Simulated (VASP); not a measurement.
# W(100) over its thickness, part 5 of 7

How many layers does a slab of W(100) need before surface energy, work function and relaxation settle?

VASP 6.6.1; PBE; plane waves and PAW (W).

So far. Step 12 (Surface relaxation, layers 8): The run ended after 17 ionic steps, 0.389 eV below its first step, once the forces on the free atoms met EDIFFG = -0.01. Step 13 (The vacuum level, layers 8): The vacuum level lies 4.12 eV above the Fermi level at the upper face; both faces agree, as the slab has next to no dipole.

## 14. Relaxing the slab, layers 9

System of this step: W(100). The cell holds 9 atoms: 9 W. Its edges and angles: a = 3.172 Å, b = 3.172 Å, c = 27.688 Å, α = 90.0°, β = 90.0°, γ = 90.0°. It derives from W. 9 layers of bcc W, cut at this functional's lattice. Vacuum lies along c.

INCAR

```
SYSTEM = W
PREC = Normal
ENCUT = 320
EDIFF = 1E-06
NELM = 120
ISMEAR = 1
SIGMA = 0.15
LREAL = .FALSE.
ALGO = Fast
GGA = PE
NBANDS = 36
LASPH = .TRUE.
LORBIT = 11
LWAVE = .FALSE.
LCHARG = .FALSE.
KPAR = 4
IBRION = 2
NSW = 50
ISIF = 2
EDIFFG = -0.01
POTIM = 0.4
MAXMIX = 40
```

POSCAR

```
W
1.0
    3.1720616382      0.0000000000      0.0000000000
    0.0000000000      3.1720616382      0.0000000000
    0.0000000000      0.0000000000     27.6882465528
W
9
Direct
    0.0000000000      0.0000000000      0.2708730600
    0.5000000000      0.5000000000      0.3281547900
    0.0000000000      0.0000000000      0.3854365300
    0.5000000000      0.5000000000      0.4427182600
    0.0000000000      0.0000000000      0.5000000000
    0.5000000000      0.5000000000      0.5572817400
    0.0000000000      0.0000000000      0.6145634700
    0.5000000000      0.5000000000      0.6718452100
    0.0000000000      0.0000000000      0.7291269400
```

KPOINTS

```
Automatic mesh
0
Gamma
10 10 1
0 0 0
```

Potentials, in the order of the species: W (PBE family, release 64).

Run with:

```
mpirun -np 4 vasp_std
```

Log:

```text
[banner, memory and clock lines left out]
running    4 mpi-ranks, on    1 nodes
[...]
LDA part: xc-table for (Slater+PW92), standard interpolation
 POSCAR, INCAR and KPOINTS ok, starting setup
[...]
entering main loop
       N       E                     dE             d eps       ncg     rms          rms(c)
DAV:   1     0.177646556300E+03    0.17765E+03   -0.16566E+04  1520   0.841E+02
DAV:   2    -0.926836948304E+02   -0.27033E+03   -0.25557E+03  2028   0.229E+02
DAV:   3    -0.118138097368E+03   -0.25454E+02   -0.24542E+02  2016   0.643E+01
DAV:   4    -0.120012831507E+03   -0.18747E+01   -0.18241E+01  2460   0.153E+01
[...]
RMM:  29    -0.111710812340E+03   -0.53733E-05   -0.98705E-07   940   0.447E-03    0.400E-03
RMM:  30    -0.111710818738E+03   -0.63981E-05   -0.46883E-07   943   0.345E-03    0.239E-03
RMM:  31    -0.111710819243E+03   -0.50470E-06   -0.16854E-07   865   0.234E-03
   1 F= -.11171082E+03 E0= -.11171081E+03  d E =-.111711E+03
[... from here on, the cycles between the ionic steps are left out ...]
   2 F= -.11203060E+03 E0= -.11203116E+03  d E =-.319778E+00
   3 F= -.11205715E+03 E0= -.11205689E+03  d E =-.346326E+00
   4 F= -.11207626E+03 E0= -.11207600E+03  d E =-.191135E-01
   5 F= -.11207891E+03 E0= -.11207865E+03  d E =-.217665E-01
   6 F= -.11208373E+03 E0= -.11208377E+03  d E =-.481624E-02
   7 F= -.11208636E+03 E0= -.11208676E+03  d E =-.745123E-02
   8 F= -.11209011E+03 E0= -.11209039E+03  d E =-.375045E-02
   9 F= -.11209460E+03 E0= -.11209457E+03  d E =-.823766E-02
  10 F= -.11209493E+03 E0= -.11209477E+03  d E =-.856331E-02
  11 F= -.11209621E+03 E0= -.11209586E+03  d E =-.128002E-02
  12 F= -.11209622E+03 E0= -.11209590E+03  d E =-.129333E-02
  13 F= -.11209629E+03 E0= -.11209604E+03  d E =-.712329E-04
 trial-energy change:   -0.000071  1 .order   -0.000070   -0.000126   -0.000014
 step:   1.4580(harm=  1.4580)  dis= 0.00137  next Energy=  -112.096290 (dE=-0.706E-04)
 reached required accuracy - stopping structural energy minimisation
```

It took 2 min on 4 MPI ranks of Intel Xeon 6975P-C (Granite Rapids), shared host; peak memory 0.88 GiB; 7.4 min of CPU time.

OUTCAR, selected parts (step 14):

```text
  Total       -4.0136452     -4.0136452     -0.7078361      0.0000000      0.0000000     -0.0000000
  in kB      -23.0818637    -23.0818637     -4.0706579      0.0000000      0.0000000     -0.0000000
  external PRESSURE =     -16.7447951 kB  Pullay stress =       0.0000000 kB

 POSITION                                       TOTAL-FORCE (eV/Angst)
 -----------------------------------------------------------------------------------
      0.00000      0.00000      7.66796         0.000000      0.000000      0.008746
      1.58603      1.58603      9.05985         0.000000     -0.000000     -0.001566
      0.00000      0.00000     10.69279         0.000000     -0.000000     -0.002631
      1.58603      1.58603     12.25959         0.000000      0.000000      0.003177
      0.00000      0.00000     13.84412        -0.000000     -0.000000      0.000000
      1.58603      1.58603     15.42865        -0.000000      0.000000     -0.003177
      0.00000      0.00000     16.99546         0.000000      0.000000      0.002631
      1.58603      1.58603     18.62840        -0.000000     -0.000000      0.001566
      0.00000      0.00000     20.02029        -0.000000     -0.000000     -0.008746
 -----------------------------------------------------------------------------------
    total drift:                                0.000000     -0.000000      0.000000

  FREE ENERGIE OF THE ION-ELECTRON SYSTEM (eV)
  ---------------------------------------------------
  free  energy   TOTEN  =      -112.0962908087 eV

  energy  without entropy=     -112.0955472073  energy(sigma->0) =     -112.09604294

[... 1 part as in an earlier step ...]

[... 3 further parts left out ...]
[key lines of the parts left out:]
E-fermi :   1.9487
```

The run ended after 13 ionic steps, 0.385 eV below its first step, once the forces on the free atoms met EDIFFG = -0.01.

## 15. The vacuum level, layers 9

INCAR, as its differences from that of step 14:

```diff
@@ -16,7 +16,6 @@
 KPAR = 4
-IBRION = 2
-NSW = 50
-ISIF = 2
-EDIFFG = -0.01
-POTIM = 0.4
-MAXMIX = 40
+IDIPOL = 3
+LDIPOL = .TRUE.
+DIPOL = 0.5 0.5 0.5
+LVHAR = .TRUE.
+LVACPOTAV = .TRUE.
```

POSCAR

```
W
1.0
    3.1720616382      0.0000000000      0.0000000000
    0.0000000000      3.1720616382      0.0000000000
    0.0000000000      0.0000000000     27.6882465528
W
9
Direct
    0.0000000000      0.0000000000      0.2769392117
    0.5000000000      0.5000000000      0.3272091191
    0.0000000000      0.0000000000      0.3861850180
    0.5000000000      0.5000000000      0.4427725291
    0.0000000000      0.0000000000      0.5000000000
    0.5000000000      0.5000000000      0.5572274709
    0.0000000000      0.0000000000      0.6138149820
    0.5000000000      0.5000000000      0.6727908809
    0.0000000000      0.0000000000      0.7230607883
```

KPOINTS is that of step 14.

Run with:

```
mpirun -np 4 vasp_std
```

Log:

```text
[... set-up lines as in an earlier step ...]
 entering main loop
       N       E                     dE             d eps       ncg     rms          rms(c)
DAV:   1     0.184135703032E+03    0.18414E+03   -0.16628E+04  1520   0.841E+02
DAV:   2    -0.916878360802E+02   -0.27582E+03   -0.25993E+03  1972   0.231E+02
DAV:   3    -0.117996043425E+03   -0.26308E+02   -0.25335E+02  2048   0.655E+01
DAV:   4    -0.119743843491E+03   -0.17478E+01   -0.17000E+01  2468   0.149E+01
[...]
RMM:  29    -0.112096288833E+03   -0.21305E-05   -0.13689E-06  1104   0.410E-03    0.291E-03
RMM:  30    -0.112096290359E+03   -0.15263E-05   -0.30359E-07   957   0.249E-03    0.160E-03
RMM:  31    -0.112096290837E+03   -0.47770E-06   -0.27106E-07   978   0.189E-03
 [... a notice as in an earlier step ...]

   1 F= -.11209629E+03 E0= -.11209604E+03  d E =-.745295E-03
```

Wall time 25 s (4 MPI ranks); peak memory 0.82 GiB; 90 s of CPU time.

OUTCAR, selected parts (step 15):

```text
  Total       -4.0158505     -4.0158505     -0.7143188      0.0000000      0.0000000      0.0000000
  in kB      -23.0945460    -23.0945460     -4.1079389      0.0000000      0.0000000      0.0000000
  external PRESSURE =     -16.7656770 kB  Pullay stress =       0.0000000 kB

 POSITION                                       TOTAL-FORCE (eV/Angst)
 -----------------------------------------------------------------------------------
      0.00000      0.00000      7.66796        -0.000000     -0.000000      0.008716
      1.58603      1.58603      9.05985        -0.000000      0.000000     -0.001623
      0.00000      0.00000     10.69279         0.000000      0.000000     -0.003321
      1.58603      1.58603     12.25959        -0.000000     -0.000000      0.003088
      0.00000      0.00000     13.84412        -0.000000     -0.000000      0.000000
      1.58603      1.58603     15.42865         0.000000     -0.000000     -0.003088
      0.00000      0.00000     16.99546        -0.000000      0.000000      0.003321
      1.58603      1.58603     18.62840         0.000000      0.000000      0.001623
      0.00000      0.00000     20.02029         0.000000      0.000000     -0.008716
 -----------------------------------------------------------------------------------
    total drift:                                0.000000     -0.000000      0.000000

  FREE ENERGIE OF THE ION-ELECTRON SYSTEM (eV)
  ---------------------------------------------------
  free  energy   TOTEN  =      -112.0962908371 eV

  energy  without entropy=     -112.0955455419  energy(sigma->0) =     -112.09604241

[... 2 parts as in an earlier step ...]

[... 1 further part left out ...]
[key lines of the parts left out:]
E-fermi :   1.9495
```

The vacuum level lies 4.17 eV above the Fermi level at the upper face; both faces agree, as the slab has next to no dipole.

The program found no field-free point at its default tolerance, but its printed level agrees with the flat part of the planar average.

## 16. Relaxing the slab, layers 10

System of this step: W(100). The cell holds 10 atoms: 10 W. Cell: a = 3.172 Å, b = 3.172 Å, c = 29.274 Å, α = 90.0°, β = 90.0°, γ = 90.0°. It derives from W. 10 layers of bcc W, cut at this functional's lattice. Vacuum lies along c.

INCAR

```
SYSTEM = W
PREC = Normal
ENCUT = 320
EDIFF = 1E-06
NELM = 120
ISMEAR = 1
SIGMA = 0.15
LREAL = .FALSE.
ALGO = Fast
GGA = PE
NBANDS = 40
LASPH = .TRUE.
LORBIT = 11
LWAVE = .FALSE.
LCHARG = .FALSE.
KPAR = 4
IBRION = 2
NSW = 50
ISIF = 2
EDIFFG = -0.01
POTIM = 0.4
MAXMIX = 40
```

POSCAR

```
W
1.0
    3.1720616382      0.0000000000      0.0000000000
    0.0000000000      3.1720616382      0.0000000000
    0.0000000000      0.0000000000     29.2742773719
W
10
Direct
    0.5000000000      0.5000000000      0.2561976100
    0.0000000000      0.0000000000      0.3103759200
    0.5000000000      0.5000000000      0.3645542300
    0.0000000000      0.0000000000      0.4187325400
    0.5000000000      0.5000000000      0.4729108500
    0.0000000000      0.0000000000      0.5270891500
    0.5000000000      0.5000000000      0.5812674600
    0.0000000000      0.0000000000      0.6354457700
    0.5000000000      0.5000000000      0.6896240800
    0.0000000000      0.0000000000      0.7438023900
```

KPOINTS is that of step 15.

Run with:

```
mpirun -np 4 vasp_std
```

Log:

```text
[banner, memory and clock lines left out]
running    4 mpi-ranks, on    1 nodes
[...]
LDA part: xc-table for (Slater+PW92), standard interpolation
 POSCAR, INCAR and KPOINTS ok, starting setup
[...]
entering main loop
       N       E                     dE             d eps       ncg     rms          rms(c)
DAV:   1     0.195842698072E+03    0.19584E+03   -0.18623E+04  1680   0.849E+02
DAV:   2    -0.105510366174E+03   -0.30135E+03   -0.28448E+03  2280   0.232E+02
DAV:   3    -0.131883262989E+03   -0.26373E+02   -0.25286E+02  2208   0.638E+01
DAV:   4    -0.133765423005E+03   -0.18822E+01   -0.18387E+01  2768   0.148E+01
[...]
RMM:  31    -0.124730798561E+03   -0.10963E-05    0.51959E-07   786   0.153E-03    0.134E-03
RMM:  32    -0.124730799993E+03   -0.14324E-05    0.31687E-07  1028   0.205E-03    0.190E-03
RMM:  33    -0.124730800523E+03   -0.52947E-06    0.38328E-07   874   0.155E-03
   1 F= -.12473080E+03 E0= -.12473040E+03  d E =-.124731E+03
[... from here on, the cycles between the ionic steps are left out ...]
   2 F= -.12504354E+03 E0= -.12504403E+03  d E =-.312743E+00
   3 F= -.12506944E+03 E0= -.12507007E+03  d E =-.338639E+00
   4 F= -.12509497E+03 E0= -.12509534E+03  d E =-.255306E-01
   5 F= -.12509710E+03 E0= -.12509735E+03  d E =-.276637E-01
   6 F= -.12510194E+03 E0= -.12510246E+03  d E =-.484144E-02
   7 F= -.12510249E+03 E0= -.12510312E+03  d E =-.538493E-02
   8 F= -.12510588E+03 E0= -.12510643E+03  d E =-.339006E-02
   9 F= -.12511024E+03 E0= -.12511055E+03  d E =-.775157E-02
  10 F= -.12511295E+03 E0= -.12511313E+03  d E =-.271453E-02
  11 F= -.12511299E+03 E0= -.12511315E+03  d E =-.275095E-02
  12 F= -.12511351E+03 E0= -.12511385E+03  d E =-.515314E-03
  13 F= -.12511352E+03 E0= -.12511384E+03  d E =-.532818E-03
  14 F= -.12511368E+03 E0= -.12511396E+03  d E =-.155535E-03
  15 F= -.12511368E+03 E0= -.12511396E+03  d E =-.157935E-03
  16 F= -.12511372E+03 E0= -.12511394E+03  d E =-.410158E-04
  17 F= -.12511372E+03 E0= -.12511395E+03  d E =-.436261E-04
  18 F= -.12511373E+03 E0= -.12511395E+03  d E =-.439238E-04
  19 F= -.12511374E+03 E0= -.12511397E+03  d E =-.189615E-04
 trial-energy change:   -0.000019  1 .order   -0.000017   -0.000024   -0.000010
 step:   2.9457(harm=  2.9457)  dis= 0.00123  next Energy=  -125.113746 (dE=-0.212E-04)
 reached required accuracy - stopping structural energy minimisation
```

Elapsed: 2.4 min, on 4 MPI ranks; peak memory 0.92 GiB; 9.5 min of CPU time.

From OUTCAR (step 16):

```text
  Total       -4.0954813     -4.0954813     -0.8027821      0.0000000     -0.0000000      0.0000000
  in kB      -22.2764565    -22.2764565     -4.3665543      0.0000000     -0.0000000      0.0000000
  external PRESSURE =     -16.3064891 kB  Pullay stress =       0.0000000 kB

 POSITION                                       TOTAL-FORCE (eV/Angst)
 -----------------------------------------------------------------------------------
      1.58603      1.58603      7.66835        -0.000000      0.000000      0.003032
      0.00000      0.00000      9.06175        -0.000000     -0.000000     -0.000423
      1.58603      1.58603     10.69090        -0.000000     -0.000000      0.006735
      0.00000      0.00000     12.25895        -0.000000      0.000000      0.004153
      1.58603      1.58603     13.84894        -0.000000     -0.000000     -0.003286
      0.00000      0.00000     15.42533        -0.000000     -0.000000      0.003286
      1.58603      1.58603     17.01533         0.000000     -0.000000     -0.004153
      0.00000      0.00000     18.58338        -0.000000      0.000000     -0.006735
      1.58603      1.58603     20.21252        -0.000000     -0.000000      0.000423
      0.00000      0.00000     21.60593         0.000000     -0.000000     -0.003032
 -----------------------------------------------------------------------------------
    total drift:                                0.000000      0.000000      0.000000

  FREE ENERGIE OF THE ION-ELECTRON SYSTEM (eV)
  ---------------------------------------------------
  free  energy   TOTEN  =      -125.1137441563 eV

  energy  without entropy=     -125.1144341299  energy(sigma->0) =     -125.11397415

[... 1 part as in an earlier step ...]

[... 3 further parts left out ...]
[key lines of the parts left out:]
E-fermi :   2.2750
```

The run ended after 19 ionic steps, 0.383 eV below its first step, once the forces on the free atoms met EDIFFG = -0.01.

## 17. The vacuum level, layers 10

INCAR, as its differences from that of step 16:

```diff
@@ -16,7 +16,6 @@
 KPAR = 4
-IBRION = 2
-NSW = 50
-ISIF = 2
-EDIFFG = -0.01
-POTIM = 0.4
-MAXMIX = 40
+IDIPOL = 3
+LDIPOL = .TRUE.
+DIPOL = 0.5 0.5 0.5
+LVHAR = .TRUE.
+LVACPOTAV = .TRUE.
```

POSCAR

```
W
1.0
    3.1720616382      0.0000000000      0.0000000000
    0.0000000000      3.1720616382      0.0000000000
    0.0000000000      0.0000000000     29.2742773719
W
10
Direct
    0.5000000000      0.5000000000      0.2619484715
    0.0000000000      0.0000000000      0.3095466033
    0.5000000000      0.5000000000      0.3651976769
    0.0000000000      0.0000000000      0.4187619060
    0.5000000000      0.5000000000      0.4730754834
    0.0000000000      0.0000000000      0.5269245166
    0.5000000000      0.5000000000      0.5812380940
    0.0000000000      0.0000000000      0.6348023231
    0.5000000000      0.5000000000      0.6904533967
    0.0000000000      0.0000000000      0.7380515285
```

KPOINTS is that of step 16.

Run with:

```
mpirun -np 4 vasp_std
```

Log:

```text
[... set-up lines as in an earlier step ...]
 entering main loop
       N       E                     dE             d eps       ncg     rms          rms(c)
DAV:   1     0.202453333159E+03    0.20245E+03   -0.18692E+04  1680   0.849E+02
DAV:   2    -0.104471806998E+03   -0.30693E+03   -0.28906E+03  2264   0.235E+02
DAV:   3    -0.131443876659E+03   -0.26972E+02   -0.25750E+02  2192   0.645E+01
DAV:   4    -0.133439892761E+03   -0.19960E+01   -0.19345E+01  2744   0.151E+01
[...]
RMM:  32    -0.125113742034E+03   -0.25583E-05   -0.34127E-07  1132   0.209E-03    0.227E-03
RMM:  33    -0.125113743635E+03   -0.16003E-05   -0.22147E-07  1083   0.176E-03    0.158E-03
RMM:  34    -0.125113744038E+03   -0.40343E-06   -0.13430E-07   857   0.132E-03
 [... a notice as in an earlier step ...]

   1 F= -.12511374E+03 E0= -.12511398E+03  d E =0.694009E-03
```

Run time: 28 s. Hardware: 4 MPI ranks; peak memory 0.85 GiB.

OUTCAR, selected parts (step 17):

```text
  Total       -4.0928840     -4.0928840     -0.8040144      0.0000000      0.0000000      0.0000000
  in kB      -22.2623294    -22.2623294     -4.3732567      0.0000000      0.0000000      0.0000000
  external PRESSURE =     -16.2993051 kB  Pullay stress =       0.0000000 kB

 POSITION                                       TOTAL-FORCE (eV/Angst)
 -----------------------------------------------------------------------------------
      1.58603      1.58603      7.66835         0.000000      0.000000      0.002975
      0.00000      0.00000      9.06175         0.000000     -0.000000     -0.000781
      1.58603      1.58603     10.69090         0.000000      0.000000      0.008230
      0.00000      0.00000     12.25895         0.000000     -0.000000      0.003918
      1.58603      1.58603     13.84894        -0.000000     -0.000000     -0.002407
      0.00000      0.00000     15.42533         0.000000      0.000000      0.002407
      1.58603      1.58603     17.01533         0.000000      0.000000     -0.003918
      0.00000      0.00000     18.58338         0.000000      0.000000     -0.008230
      1.58603      1.58603     20.21252         0.000000     -0.000000      0.000781
      0.00000      0.00000     21.60593         0.000000     -0.000000     -0.002975
 -----------------------------------------------------------------------------------
    total drift:                               -0.000000      0.000000      0.000000

  FREE ENERGIE OF THE ION-ELECTRON SYSTEM (eV)
  ---------------------------------------------------
  free  energy   TOTEN  =      -125.1137440380 eV

  energy  without entropy=     -125.1144380465  energy(sigma->0) =     -125.11397537

[... 2 parts as in an earlier step ...]

[... 1 further part left out ...]
[key lines of the parts left out:]
E-fermi :   2.2749
```

The planar average of the electrostatic potential oscillates, so the rows of the table below give means over windows of 1.6 Å about each position, cut where the curve ends. Its maxima inside the range that stand out by 2 % of the span (Å: eV): 9.8: -6.71, 11.4: -7.16, 13.0: -7.01, 14.6: -7.20, 16.2: -7.01, 17.8: -7.16, 19.4: -6.71. Its minima: 8.9: -8.66, 10.7: -8.28, 12.2: -8.35, 13.8: -8.42, 15.4: -8.42, 17.0: -8.35, 18.5: -8.28, 20.4: -8.66.

Zero at the Fermi level. Planar average of the electrostatic potential against height; means over each step:

| height (Å) | planar average of the electrostatic potential (eV) |
| --- | --- |
| 0.80 | 4.17 |
| 2.40 | 4.17 |
| 4.00 | 4.15 |
| 5.60 | 3.47 |
| 7.20 | -4.51 |
| 8.80 | -8.32 |
| 10.40 | -7.49 |
| 12.00 | -7.68 |
| 13.60 | -7.68 |
| 15.20 | -7.74 |
| 16.80 | -7.64 |
| 18.40 | -7.62 |
| 20.00 | -7.82 |
| 21.60 | -6.99 |
| 23.20 | 2.24 |
| 24.80 | 4.11 |
| 26.40 | 4.16 |
| 28.00 | 4.17 |

The vacuum level lies 4.16 eV above the Fermi level at the upper face; both faces agree, as the slab has next to no dipole.

The program found no field-free point at its default tolerance, but its printed level agrees with the flat part of the planar average.

(Continued in part 6 of 7.)

[Lines on the potential files, build, host, timing and source positions are cut from VASP's logs without a mark.]

[Logs are printed without paths, hosts, clocks, repeated set-up lines and the standing remarks that a program may print on its own settings, such as how far it seeks lower states.]

[Hosts, paths, dates, database ids (printed as entryN), source tags and the programs' standing remarks are cut or masked in the printed files.]

[Runs that stopped without an error message from VASP are left out.]
